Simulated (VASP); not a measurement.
Output of a VASP run:

**OSZICAR**
```
       N       E                     dE             d eps       ncg     rms          rms(c)
DAV:   1     0.851861369167E+03    0.85186E+03   -0.21355E+04    56   0.196E+03
DAV:   2     0.455754689164E+02   -0.80629E+03   -0.79620E+03    80   0.760E+02
DAV:   3    -0.350968580842E+02   -0.80672E+02   -0.78073E+02    84   0.311E+02
DAV:   4    -0.428359692902E+02   -0.77391E+01   -0.66382E+01    88   0.701E+01
DAV:   5    -0.433484244218E+02   -0.51246E+00   -0.48816E+00    88   0.196E+01    0.239E+01
DAV:   6    -0.406866145464E+02    0.26618E+01   -0.17122E+02    80   0.175E+02    0.164E+01
DAV:   7    -0.331930029595E+02    0.74936E+01   -0.37390E+01    64   0.600E+01    0.502E+00
DAV:   8    -0.331165754808E+02    0.76427E-01   -0.79051E+00    96   0.266E+01    0.426E+00
DAV:   9    -0.330908297586E+02    0.25746E-01   -0.45919E+00    72   0.267E+01    0.305E+00
DAV:  10    -0.329183668178E+02    0.17246E+00   -0.12512E+00    88   0.151E+01    0.587E-01
DAV:  11    -0.329262978475E+02   -0.79310E-02   -0.12850E-01    88   0.263E+00    0.199E-01
DAV:  12    -0.329269562730E+02   -0.65843E-03   -0.72662E-03    88   0.619E-01    0.849E-02
DAV:  13    -0.329270583159E+02   -0.10204E-03   -0.91266E-04    96   0.214E-01    0.414E-02
DAV:  14    -0.329270336298E+02    0.24686E-04   -0.92912E-05    80   0.110E-01    0.293E-02
DAV:  15    -0.329270200600E+02    0.13570E-04   -0.99021E-05    88   0.123E-01    0.859E-03
DAV:  16    -0.329270202496E+02   -0.18967E-06   -0.15274E-05    72   0.320E-02    0.295E-03
DAV:  17    -0.329270205132E+02   -0.26360E-06   -0.82534E-07    40   0.152E-02
   1 F= -.32927021E+02 E0= -.32898811E+02  d E =-.564190E-01
```

### OUTCAR
```
------------------------ aborting loop because EDIFF is reached ----------------------------------------
  FORCE on cell =-STRESS in cart. coord.  units (eV):
  Direction    XX          YY          ZZ          XY          YZ          ZX
  --------------------------------------------------------------------------------------
  Total       -2.3831453     -2.3831453     -2.3831453      0.0000000      0.0000000     -0.0000000
  in kB      -40.5384371    -40.5384371    -40.5384371      0.0000000      0.0000000     -0.0000000
  external PRESSURE =     -40.5384371 kB  Pullay stress =       0.0000000 kB
  volume of cell :       94.19
      direct lattice vectors                 reciprocal lattice vectors
     4.549860000  0.000000000  0.000000000     0.219786982  0.000000000  0.000000000
     0.000000000  4.549860000  0.000000000     0.000000000  0.219786982  0.000000000
     0.000000000  0.000000000  4.549860000     0.000000000  0.000000000  0.219786982
 POSITION                                       TOTAL-FORCE (eV/Angst)
 -----------------------------------------------------------------------------------
      0.00000      0.00000      0.00000         0.000000      0.000000      0.000000
      2.27493      2.27493      2.27493         0.000000      0.000000      0.000000
      0.00000      2.27493      2.27493         0.000000      0.000000      0.000000
      2.27493      2.27493      0.00000         0.000000      0.000000      0.000000
      2.27493      0.00000      2.27493         0.000000      0.000000      0.000000
 -----------------------------------------------------------------------------------
    total drift:                                0.000000      0.000000      0.000000
  FREE ENERGIE OF THE ION-ELECTRON SYSTEM (eV)
  ---------------------------------------------------
  free  energy   TOTEN  =       -32.9270205132 eV

  energy  without entropy=      -32.8706015549  energy(sigma->0) =      -32.89881103
```
(Selected blocks of OUTCAR.)

File POSCAR:
```
Sc3CuC
1
    4.5498600000     0.0000000000     0.0000000000
    0.0000000000     4.5498600000     0.0000000000
    0.0000000000     0.0000000000     4.5498600000
Cu C Sc
1 1 3
Direct
  0.0000000000   0.0000000000   0.0000000000
  0.5000000000   0.5000000000   0.5000000000
  0.0000000000   0.5000000000   0.5000000000
  0.5000000000   0.5000000000   0.0000000000
  0.5000000000   0.0000000000   0.5000000000
```

Problem. Reconstruct the remaining input files.

Solution. This is not unique; one that fits is the input of the run itself, PBE GGA, plane waves, VASP's PBE PAW potentials (set 64).

**INCAR**
```
ALGO = Normal
EDIFF = 1E-6
ENCUT = 520
GGA = PE
ISIF = 2
ISMEAR = 0
LASPH = .TRUE.
LCHARG = .FALSE.
LMAXMIX = 4
LREAL = .FALSE.
LWAVE = .FALSE.
NELM = 100
PREC = Accurate
SIGMA = 0.05
SYSTEM = Sc3CuC
```

File KPOINTS:
```
Automatic mesh
0
Monkhorst Pack
  2 2 2
```

POTCAR, in this order: Cu C Sc_sv (PBE.64 set). Program: vasp_std.

The structure was generated: Sc3CuC was put into the cubic-perovskite type (Pm-3m), which need not be its known phase. The cell was not relaxed at this level. The k-mesh is coarse (spacing up to 0.69 per Å, 2π included), so the numbers may not be converged in it. The run is one of a series of settings (KPOINTS 2×2×2 Monkhorst-Pack mesh against the base run), some of them coarse on purpose.
